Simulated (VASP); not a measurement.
Level of theory: r2SCAN meta-GGA, VASP's PBE PAW potentials (set 64) (plane waves; VASP).

Gaps are without spin-orbit coupling.

Task: Order these relaxed crystals by band gap, smallest first: BaHfO3, Pm-3m (221); GaAs, P6_3mc (186); B2O3, P3_121 (152); Ag3InO8P2, C2/m (12).

Result: GaAs, P6_3mc (186) (0.97 eV), Ag3InO8P2, C2/m (12) (1.74 eV), BaHfO3, Pm-3m (221) (4.12 eV), B2O3, P3_121 (152) (7.38 eV)
